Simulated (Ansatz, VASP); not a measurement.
## ZrB2: VASP beside Ansatz

Wanted: the spread between two codes on one cell, functional and k mesh. The cell is taken from a series of runs on this material, whose earlier steps may have relaxed, scaled, displaced or heated it; both programs get it as it stands.

Main program and level: Ansatz 0.2.0; plane waves, with VASP 6.6.1 beside it; relaxation of cell and atoms at LDA and zone-centre phonons at LDA.

## Step 1: Set-up

The structure is hexagonal, space group P6/mmm (No. 191). The conventional cell has a = 3.133 Å, b = 3.133 Å, c = 3.488 Å, α = 90.00°, β = 90.00°, γ = 120.00°. Zr has 12 B at 2.51 Å nearest. Nearest to B lie 3 B at 1.81 Å and 6 Zr at 2.51 Å. Farther neighbours are not listed.

## Step 2: VASP: relaxation of cell and atoms, LDA

The relaxed volume is the usual yardstick between codes: in a stiff, nearly cubic crystal its relative difference is about their pressure difference at one cell divided by the bulk modulus.

Lines of VASP's logs that name or quote its potential files are left out, and so is its time.

INCAR

```
SYSTEM = ZrB2
PREC = Accurate
ENCUT = 500
EDIFF = 1E-07
NELM = 120
ISMEAR = 1
SIGMA = 0.2
LREAL = .FALSE.
ALGO = Normal
GGA = CA
NBANDS = 15
LASPH = .TRUE.
LORBIT = 11
LWAVE = .FALSE.
LCHARG = .FALSE.
ISIF = 3
IBRION = 2
NSW = 80
EDIFFG = -0.005
GGA_COMPAT = .FALSE.
NELMIN = 4
KPAR = 2
```

POSCAR

```
ZrB2
1.0
    3.1333440000      0.0000000000      0.0000000000
   -1.5666720000      2.7135550000      0.0000000000
    0.0000000000      0.0000000000      3.4875910000
Zr B
1 2
Direct
    0.0000000000      0.0000000000      0.0000000000
    0.3333333948      0.6666667895      0.4999998566
    0.6666666052      0.3333332105      0.4999998566
```

KPOINTS

```
Automatic mesh
0
Gamma
18 18 14
0 0 0
```

Potentials, in the order of the species: Zr_sv and B (LDA family, release 64).

Command:

```console
$ mpirun -np 2 vasp_std
```

Numbers of over 12 decimals in the logs are rounded to 6 here.

Log:

```text
[banner, memory and clock lines left out]
running    2 mpi-ranks, on    1 nodes
 distrk:  each k-point on    1 cores,    2 groups
 distr:  one band on    1 cores,    1 groups

 POSCAR found type information on POSCAR ZrB
 POSCAR found :  2 types and       3 ions
 LDA part: xc-table for (Slater(with rela. corr.)+CA(PZ))
 , standard interpolation
 POSCAR, INCAR and KPOINTS ok, starting setup
 FFT: planning ... GRIDC
 FFT: planning ... GRID_SOFT
 FFT: planning ... GRID
 WAVECAR not read
 entering main loop
       N       E                     dE             d eps       ncg     rms          rms(c)
DAV:   1     0.101551604506E+03    0.10155E+03   -0.95988E+03  8880   0.117E+03
DAV:   2    -0.259785383577E+02   -0.12753E+03   -0.12283E+03 11113   0.303E+02
DAV:   3    -0.302459168029E+02   -0.42674E+01   -0.42469E+01 14049   0.487E+01
DAV:   4    -0.303218193273E+02   -0.75903E-01   -0.75892E-01 10262   0.602E+00
DAV:   5    -0.303239654227E+02   -0.21461E-02   -0.21461E-02 13874   0.685E-01    0.233E+01
DAV:   6    -0.275307383893E+02    0.27932E+01   -0.66095E+00 11104   0.178E+01    0.945E+00
DAV:   7    -0.274851366274E+02    0.45602E-01   -0.74012E-01 13122   0.540E+00    0.356E+00
DAV:   8    -0.274854385124E+02   -0.30188E-03   -0.10888E-01 10843   0.287E+00    0.486E-01
DAV:   9    -0.274810166277E+02    0.44219E-02   -0.21101E-02 11182   0.116E+00    0.164E-01
DAV:  10    -0.274807896823E+02    0.22695E-03   -0.11263E-03 10394   0.315E-01    0.474E-02
DAV:  11    -0.274807877246E+02    0.19578E-05   -0.61505E-05 12376   0.729E-02    0.140E-02
DAV:  12    -0.274807857687E+02    0.19559E-05   -0.45005E-06 12295   0.151E-02    0.494E-03
DAV:  13    -0.274807856380E+02    0.13072E-06   -0.63208E-07 12669   0.652E-03    0.181E-03
DAV:  14    -0.274807856310E+02    0.69306E-08   -0.44913E-08  5211   0.217E-03
   1 F= -.27480786E+02 E0= -.27480614E+02  d E =-.274808E+02
 curvature:   0.00 expect dE= 0.000E+00 dE for cont linesearch  0.000E+00
 trial: gam= 0.00000 g(F)=  0.352E-42 g(S)=  0.457E-03 ort = 0.000E+00 (trialstep = 0.100E+01)
 search vector abs. value=  0.457E-03
 bond charge predicted
       N       E                     dE             d eps       ncg     rms          rms(c)
DAV:   1    -0.274829932299E+02   -0.22076E-02   -0.72090E-02 10108   0.272E+00    0.644E-01
DAV:   2    -0.274809050006E+02    0.20882E-02   -0.61071E-03 10440   0.846E-01    0.157E-01
DAV:   3    -0.274806442693E+02    0.26073E-03   -0.14922E-03 13847   0.291E-01    0.638E-02
DAV:   4    -0.274806829140E+02   -0.38645E-04   -0.71994E-05 13599   0.582E-02    0.326E-02
DAV:   5    -0.274807123105E+02   -0.29397E-04   -0.61937E-05 14354   0.461E-02    0.211E-02
DAV:   6    -0.274807160193E+02   -0.37088E-05   -0.28714E-06 14610   0.135E-02    0.590E-03
DAV:   7    -0.274807162644E+02   -0.24513E-06   -0.33222E-07 10992   0.493E-03    0.195E-03
DAV:   8    -0.274807162935E+02   -0.29096E-07   -0.22361E-08  5385   0.169E-03
   2 F= -.27480716E+02 E0= -.27480546E+02  d E =0.693375E-04
 trial-energy change:    0.000069  1 .order    0.000070   -0.000457    0.000597
 step:   0.4340(harm=  0.4340)  dis= 0.00000  next Energy=   -27.480885 (dE=-0.993E-04)
 bond charge predicted
       N       E                     dE             d eps       ncg     rms          rms(c)
DAV:   1    -0.274816197810E+02   -0.90352E-03   -0.23147E-02 10150   0.154E+00    0.365E-01
DAV:   2    -0.274809446956E+02    0.67509E-03   -0.19232E-03 10390   0.475E-01    0.892E-02
DAV:   3    -0.274808619517E+02    0.82744E-04   -0.48712E-04 13841   0.166E-01    0.367E-02
DAV:   4    -0.274808744747E+02   -0.12523E-04   -0.22879E-05 13457   0.330E-02    0.183E-02
DAV:   5    -0.274808837711E+02   -0.92964E-05   -0.20049E-05 14355   0.263E-02    0.122E-02
DAV:   6    -0.274808849969E+02   -0.12258E-05   -0.95945E-07 14456   0.784E-03    0.339E-03
DAV:   7    -0.274808850712E+02   -0.74238E-07   -0.10351E-07  7302   0.285E-03
   3 F= -.27480885E+02 E0= -.27480714E+02  d E =-.994401E-04
 curvature:  -0.22 expect dE=-0.630E-06 dE for cont linesearch -0.787E-08
 trial: gam= 0.01525 g(F)=  0.350E-43 g(S)=  0.290E-05 ort =-0.407E-05 (trialstep = 0.887E+00)
 search vector abs. value=  0.288E-05
 reached required accuracy - stopping structural energy minimisation
```

OUTCAR, selected parts (step 2):

```text
ion  position               nearest neighbor table
   1  0.000  0.000  0.000-   3 2.51   2 2.51   3 2.51   2 2.51   3 2.51   2 2.51   3 2.51   2 2.51
                             3 2.51   2 2.51   2 2.51   3 2.51
   2  0.333  0.667  0.500-   3 1.81   3 1.81   3 1.81   1 2.51   1 2.51   1 2.51   1 2.51   1 2.51
                             1 2.51
   3  0.667  0.333  0.500-   2 1.81   2 1.81   2 1.81   1 2.51   1 2.51   1 2.51   1 2.51   1 2.51
                             1 2.51

  LATTYP: Found a hexagonal cell.
 ALAT       =     3.1333440000
 C/A-ratio  =     1.1130571683

 Subroutine GETGRP returns: Found 24 space group operations
 (whereof 24 operations were pure point group operations)

The static configuration has the point symmetry D_6h.

 Found    296 irreducible k-points:

   k-points           NKPTS =    296   k-points in BZ     NKDIM =    296   number of bands    NBANDS=     15

   dimension x,y,z NGX =    24 NGY =   24 NGZ =   28
   dimension x,y,z NGXF=    48 NGYF=   48 NGZF=   56

   ENCUT  =  500.0 eV  36.75 Ry    6.06 a.u.   5.71  5.71  6.36*2*pi/ulx,y,z

   NELECT =      18.0000    total number of electrons

 k-points in reciprocal lattice and weights: Automatic mesh
   0.00000000  0.00000000  0.00000000       0.000
   0.05555556  0.00000000  0.00000000       0.001
   0.11111111  0.00000000  0.00000000       0.001
   0.16666667  0.00000000  0.00000000       0.001
   0.22222222 -0.00000000  0.00000000       0.001
   0.27777778  0.00000000  0.00000000       0.001
   0.33333333 -0.00000000  0.00000000       0.001
   0.38888889 -0.00000000  0.00000000       0.001
   0.44444444 -0.00000000  0.00000000       0.001
[...]
0.33333333  0.27777778  0.50000000       0.003
   0.33333333  0.33333333  0.50000000       0.000

 average (electrostatic) potential at core
       1 -71.9866       2 -26.7502       3 -26.7502

 E-fermi :  10.9053

 k-point     1 :       0.0000    0.0000    0.0000
  band No.  band energies     occupation
    ...
      5      -1.8675      2.00000
      6       8.1467      2.00000
      7       8.1467      2.00000
      8       8.1828      2.00000
      9       8.5817      2.00000
     10      14.3782     -0.00000
     11      14.3782     -0.00000
     12      15.1763      0.00000
     13      15.1763      0.00000
     14      16.0653      0.00000
    ...

 k-point     2 :       0.0556    0.0000    0.0000
  band No.  band energies     occupation
    ...
      5      -1.8033      2.00000
      6       7.9651      2.00000
      7       8.1521      2.00000
      8       8.2465      2.00000
      9       8.5025      2.00000
     10      14.3368     -0.00000
     11      14.4908     -0.00000
     12      14.7025     -0.00000
     13      14.8565     -0.00000
     14      16.3345      0.00000
    ...

 k-point     3 :       0.1111    0.0000    0.0000
  band No.  band energies     occupation
    ...
      5      -1.6146      2.00000
      6       7.4816      2.00000
      7       8.1600      2.00000
      8       8.2913      2.00000
      9       8.4184      2.00000
     10      13.9732     -0.00000
     11      14.2206     -0.00000
     12      14.4732     -0.00000
     13      14.7596     -0.00000
     14      16.9377      0.00000
    ...

  Total       -0.0068758     -0.0068758      0.0092706      0.0000000      0.0000000      0.0000000
  in kB       -0.3707502     -0.3707500      0.4998783      0.0000000      0.0000000      0.0000000
  external PRESSURE =      -0.0805406 kB  Pullay stress =       0.0000000 kB

  energy-cutoff  :      500.00
  volume of cell :       29.71
      direct lattice vectors                 reciprocal lattice vectors
     3.135343303  0.000000000  0.000000000     0.318944340  0.184142635 -0.000000000
    -1.567671651  2.715286446  0.000000000     0.000000000  0.368285269 -0.000000000
     0.000000000  0.000000000  3.490226904     0.000000000 -0.000000000  0.286514323

 POSITION                                       TOTAL-FORCE (eV/Angst)
 -----------------------------------------------------------------------------------
      0.00000      0.00000      3.49023         0.000000     -0.000000      0.000000
      0.00000      1.81019      1.74511        -0.000000      0.000000      0.000000
      1.56767      0.90510      1.74511         0.000000     -0.000000      0.000000
 -----------------------------------------------------------------------------------
    total drift:                                0.000000      0.000000      0.000036

  FREE ENERGIE OF THE ION-ELECTRON SYSTEM (eV)
  ---------------------------------------------------
  free  energy   TOTEN  =       -27.4808850712 eV

  energy  without entropy=      -27.4803721820  energy(sigma->0) =      -27.48071411

 reached required accuracy - stopping structural energy minimisation

 total charge
# of ion       s       p       d       tot
------------------------------------------
    1        2.178   6.040   1.841  10.059
    2        0.668   1.280   0.000   1.948
    3        0.668   1.280   0.000   1.948
--------------------------------------------------
tot          3.514   8.600   1.841  13.955

[... 3 further parts left out ...]
```

CONTCAR:

```
ZrB2
   1.00000000000000
     3.1353433025304649    0.0000000000000000    0.0000000000000000
    -1.5676716512652324    2.7152864458187720    0.0000000000000000
     0.0000000000000000    0.0000000000000000    3.4902269038317857
  Zr              B
     1     2
Direct
     0.0000000000000000    0.0000000000000000    1.0000000000000000
     0.3333333948000003    0.6666667894999989    0.4999998565999988
     0.6666666051999997    0.3333332105000011    0.4999998565999988
```

## Step 3: Ansatz: relaxation of cell and atoms, LDA

Ansatz runs on its default PAW (the set named soft_2) files.

The same cell, functional (in two slightly different forms), mesh and smearing now go to Ansatz, which takes its cutoff from its data sets.

input.yaml

```yaml
crystal:
  lattice:
    - [3.1333435172, 0.0, 0.0]
    - [-1.5666717586, 2.7135550847, 0.0]
    - [0.0, 0.0, 3.4875909464]
  atoms:
    - { symbol: Zr, position: [0.0, 0.0, 0.0] }
    - { symbol: B, position: [0.3333333333, 0.6666666667, 0.5] }
    - { symbol: B, position: [0.6666666667, 0.3333333333, 0.5] }
kpoints:
  mp_grid: { grid: [18, 18, 14] }
hamiltonian:
  xc: lda
scf:
  occupations: { method: methfessel_paxton, width: 0.2 }
output:
  forces: true
  stress: true
  eigenvalues: true
relax:
  adjacent_minimum: "off"
  f_tol: 0.001
  max_steps: 60
  cell: { stress_tol: 0.01 }
```

Command:

```console
$ ansatz run input.yaml --threads 8 --pin off --max-ram 14336MiB --backend cpu --events-out ev --progress --plain --runs-dir out
```

Log:

```text
Engine: ansatz 0.2.0, aarch64-unknown-linux-gnu
Pseudopotentials: kind: paw
Pseudopotential: Zr, paw, valence charge 12, recommended cutoff 420 eV (normal), Zr.paw.azcp
Pseudopotential: B, paw, valence charge 3, recommended cutoff 420 eV (normal), B.paw.azcp
Functional definition: SPW92
  exchange = slater_x
  correlation = pw_c
Crystal: 3 atoms, lattice volume = 29.653 Å³
Basis set: ecut = 420 eV, 563 PW (Γ)
Bands: 13, of which v1, the nominal top of the filled ones, is band 9 counted from 1 (8 counted from 0)
Symmetry: 24 space group operations
Space group: P6/mmm (ITA 191), of the structure as read, at distance tolerance 3.1e-5 Å
k-points: 296 of 4536
Non-local potential: Zr, projectors of the file, l = 0: 3, l = 1: 2, l = 2: 2, l = 3: 2
Non-local potential: B, projectors of the file, l = 0: 2, l = 1: 2, l = 2: 1
PAW form: soft (Blöchl's): semilocal exchange-correlation on the pseudo side does not see the compensation charge
PAW frozen core: Zr, regenerated for the run's functional, and the local potential with it (the file was generated under x = pbe(κ = 0.804, μ = 0.219515), c = pbe(β = 0.066725))
PAW frozen core: B, regenerated for the run's functional, and the local potential with it (the file was generated under x = pbe(κ = 0.804, μ = 0.219515), c = pbe(β = 0.066725))
PAW one-centre angular grid: Zr, 590 points (default); XC on 64 Gauss nodes
PAW one-centre angular grid: B, 110 points (default); XC on 64 Gauss nodes
Initial density: superposition of atomic densities (neutral atoms: chi_scale 0, normalization atom), corrected by the library's trained network
Initial wavefunctions: pseudopotential atomic-orbital guess
Functional: x = slater, c = lda
SCF iter   1: F=—  HF=-4380.274888 eV  |F-HF|=—  |Δ(HF+E_count)|=         —  Δρ=5.08e-3  dr2=5.00e-3  ethr=1.77e-3  ⟨swp⟩=4.9  Hψ=18707  notcnv=0
preconditioner: auto → none  [metal: Δε(μ)=0.034 eV  Ē_g=17.028 eV  σ=0.200 eV  W_gap=0.15  n_scr=8 (ndim 8)  ℏωp=27.3 eV  f_vac=0.000  D(μ)=0.32/eV (n_scr^D=0)  sad-step TF]
SCF iter   2: F=—  HF=-4380.274325 eV  |F-HF|=—  |Δ(HF+E_count)|=   5.63e-4  S|Δr|=    0.00e0  Δρ=3.14e-3  dr2=2.73e-3  ethr=2.78e-5  ⟨swp⟩=1.1  Hψ=6264  notcnv=0
SCF iter   3: F=—  HF=-4380.273713 eV  |F-HF|=—  |Δ(HF+E_count)|=   6.12e-4  S|Δr|=    0.00e0  Δρ=7.24e-4  dr2=9.73e-5  ethr=1.52e-5  ⟨swp⟩=2.2  Hψ=5687  notcnv=0
SCF iter   4: F=—  HF=-4380.273683 eV  |F-HF|=—  |Δ(HF+E_count)|=   2.96e-5  S|Δr|=    0.00e0  Δρ=1.07e-4  dr2=1.29e-6  ethr=5.41e-7  ⟨swp⟩=2.4  Hψ=6469  notcnv=0
SCF iter   5: F=-4380.273683 eV  HF=-4380.273683 eV  |F-HF|=2.78e-8  |Δ(HF+E_count)|=   1.91e-7  S|Δr|=    0.00e0  Δρ=1.29e-5  dr2=4.47e-8  ethr=5.56e-10  ⟨swp⟩=5.2  Hψ=17922  notcnv=0
SCF 1 converged in 5 iterations: F = -4380.273683 eV  dr2 = 4.47e-8
  greatest PAW one-centre occupation: 0.997 electrons in one spin orbital (limit 2), on the Zr atom at site 0 (counted from 0), in its partial waves of l = 0
relax step   1: F+E_penalty+E_count = -4380.27368321 eV  Δ(F+E_penalty+E_count) = +0.000e0 eV  max|allowed force component| = 1.542e-16 eV/Å  Δτ_max = 0.0000 Å  P = -0.005 GPa  Ω = 29.653 Å³  (5 SCF iters, dr2 threshold 1.00e-7 eV, accepted)
[...]
relax step   2: F+E_penalty+E_count = -4380.27368347 eV  Δ(F+E_penalty+E_count) = -2.620e-7 eV  max|allowed force component| = 4.379e-16 eV/Å  Δτ_max = 0.0000 Å  P = -0.003 GPa  Ω = 29.653 Å³  energy of the carried Pulay correction = +2.054e-7 eV  (3 SCF iters, dr2 threshold 2.59e-10 eV, accepted)
[...]
relax step   3: F+E_penalty+E_count = -4380.27368229 eV  Δ(F+E_penalty+E_count) = +1.186e-6 eV  max|allowed force component| = 3.639e-16 eV/Å  Δτ_max = 0.0000 Å  P = -0.003 GPa  Ω = 29.653 Å³  stress off target by 6.84e-3 GPa  SCF on the basis re-selected at this cell (its energy is not comparable with the rows above)  (5 SCF iters)
basis re-selected at this cell: Δ(F+E_penalty+E_count) = +1.186e-6 eV, ΔP = -0.000 GPa vs the last step (what re-selecting the basis moved, of the pressure what is left beyond the Pulay correction that the steps carried, after the strain that the cell walked since its last selection, with what the two solves' SCF thresholds leave and, on support functions, any second-order correction that the steps lacked; it is no m [...]
SCF converged after 5 iterations
Stability not checked: this state was not tested for a lower state beside it, because cold or Methfessel-Paxton smearing, or corrected tetrahedra, fill the levels in a way that the test cannot read (fill_not_monotonic; see scf.lower_state_search)
Free energy (F): -4380.273682 eV
Harris-Foulkes:  -4380.273682 eV  (|F-HF|=2.73e-12)
Internal energy: -4380.273166 eV  (E = F + TS)
E sigma→0 (E₀):  -4380.273553 eV
Entropy (-TS):   -0.000516 eV (-0.172 meV/atom)
Fermi energy:    16.185724 eV
--- Per-component energies (eV) ---
  E_band       = -17.776737
  E_kinetic    = 439.257696
  E_local      = -544.848776  (includes V_loc(G=0)·N_el)
  E_nonlocal   = 106.121547
  E_hartree    = 171.810633
  E_xc         = -228.661065
  E_vxc        = -272.258259  (∫ρ·V_xc dr)
  E_paw        = -2994.262886  (= ΣΔE_a)
  E_vpaw       = -89.670216  (= ΣTr[D̂ρ^β])
  E_aug_tail   = 0.000015  (compensation charges beyond the density's cutoff)
  E_ewald      = -1330.152400
  E_core_change = 0.462069  (= ΣΔE_core)
  E_smearing   = -0.000516  (= −TS)
  E_closure    = 0.000000  (closes the sum)
  Σ components = -4380.273682   (vs F -4380.273682, Δ=0.00e0)
--- Forces (eV/Å), atoms counted from 1 ---
  atom   1  Zr     0.00000000    -0.00000000     0.00000000
  atom   2  B     -0.00000000    -0.00000000    -0.00000000
  atom   3  B      0.00000000     0.00000000     0.00000000
  max |Σ_I F_I| component: 3.70e-17 eV/Å
--- Stress (GPa, compression-positive) ---
       -0.001487      -0.000000       0.000000
        0.000000      -0.001487      -0.000000
        0.000000      -0.000000      -0.006842
  P = ⅓ Tr σ = -0.0033 GPa (-0.033 kbar)
--- Band table (eV; the first three rows and the last of 296) ---
  k-point 0: bands = [... 5 lower, 13.4214, 13.4214, 13.4559, 13.8550, 19.6659, 19.6659, 20.4651, 20.4651]
  k-point 1: bands = [... 5 lower, 12.8789, 13.4710, 13.4710, 14.4086, 19.2063, 19.2063, 20.2980, 20.2980]
  k-point 2: bands = [... 5 lower, 12.1141, 13.6187, 13.6187, 15.1163, 18.4522, 18.4522, 19.8431, 19.8431]
  k-point 295: bands = [... 5 lower, 7.3423, 11.2089, 13.4809, 13.4809, 20.3933, 22.5235, 22.5235, 22.9786]
--- Relaxed structure (2 steps of the walk, 2 accepted, 1 SCFs on fresh bases) ---
  F+E_penalty+E_count = -4380.27368229 eV   max|allowed force component| = 3.639e-16 eV/Å   (the final SCF, on the basis selected at the relaxed cell)
  cell:  # Å, volume = 29.6531 Å³
    - [3.133276, 0.0, 0]
    - [-1.566638, 2.713497, 0]
    - [0, 0, 3.487720]
  atoms:
    - { symbol: Zr, position: [0, 0.0, 0] }
    - { symbol: B, position: [0.333333, 0.666667, 0.5] }
    - { symbol: B, position: [0.666667, 0.333333, 0.5] }
```

The column dr2 measures how far the density is from self-consistency, as an energy; F and HF (Harris–Foulkes) agree once it is small.

## Step 4: Differences

Known differences besides the potentials themselves: the two LDA forms differ slightly; the cutoff is 420 eV in Ansatz and 500 eV in VASP; VASP's log shows a relativistic correction to its local exchange, Ansatz's none; Ansatz adds a Pulay correction to the stress that steers its cell, VASP none. Total energies have different zeros and are not compared.

The two programs side by side:

```tsv
quantity	Ansatz	VASP	difference
volume (Å³)	29.65	29.71	-0.20 %
edge a after relaxation, in the typed setting (Å)	3.133	3.135	-0.06 %
edge c after relaxation, in the typed setting (Å)	3.488	3.490	-0.07 %
```

[end of part 1 of 2]

[Lines on the potential files, build, host, timing and source positions are cut from VASP's logs without a mark.]

[Logs are printed without paths, hosts, clocks, repeated set-up lines and the standing remarks that a program may print on its own settings, such as how far it seeks lower states.]

[Hosts, paths, dates, database ids (printed as entryN), source tags and the programs' standing remarks are cut or masked in the printed files.]
